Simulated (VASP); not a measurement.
Input:

```xyz
2
Lattice="1.8005 -3.0873 0.0000 1.8005 3.0873 0.0000 0.0000 0.0000 5.4887" Properties=species:S:1:pos:R:3 pbc="T T T"
Y      1.8005     1.0291     1.3722
Y      1.8005    -1.0291     4.1166
```

Method: PBEsol GGA, VASP's PBE PAW potentials (set 64) (plane waves; VASP). Numerical set-up: 480 eV cut-off, 12×12×6 Γ-centred mesh, first-order Methfessel-Paxton smearing of 0.10 eV, potentials Y_sv.

**Question.** Give the stress tensor in GPa (positive for a compressed cell).

**Answer.** 
```
0.55  0.00  0.00
0.00  1.22  0.00
0.00  0.00  1.29
```
The pressure is its mean diagonal, 1.02 GPa.

The compound is Y in the hcp structure. This cell was strained or had an atom moved on purpose.
